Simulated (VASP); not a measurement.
```
HfO2
1.0
    0.00000     2.47255     2.47255
    2.47255     0.00000     2.47255
    2.47255     2.47255     0.00000
Hf O
1 2
Direct
  0.00000   0.00000   0.00000
  0.75000   0.75000   0.75000
  0.25000   0.25000   0.25000
```

Calculation: PBE GGA, VASP's PBE PAW potentials (set 64) (plane waves; VASP). Settings: 400 eV cut-off, 12×12×12 Γ-centred mesh, Gaussian smearing of 0.010 eV, potentials Hf_pv O.

Unless said otherwise, spin-orbit coupling is left out, though it shifts the bands of the heavy elements here.

**Question.** Give the energies of bands 6 to 14 at the high-symmetry points, in eV from the valence-band maximum.

**Answer.** 
```
band      Γ      X      U      L      W
----  -----  -----  -----  -----  -----
6     -5.83  -6.98  -6.25  -4.72  -5.66
7     -5.83  -3.64  -4.28  -4.72  -5.43
8     -5.83  -3.64  -3.55  -3.17  -2.73
9     -0.65  -1.67  -2.46  -2.91  -2.73
10    -0.65  -1.67  -1.38  -1.93  -1.50
11    -0.65   0.00  -0.37  -1.93  -0.23
12     4.05   4.00   4.58   4.88   5.13
13     4.05   5.91   5.83   4.88   5.52
14     6.43   7.34   7.61   7.71   7.76
```

The gap is direct, 4.00 eV, from the valence maximum at X to the conduction minimum at X.

The structure comes from a computed database's HfO2 entry; how it stands against other phases isn't given here. The cell was not relaxed at this level.
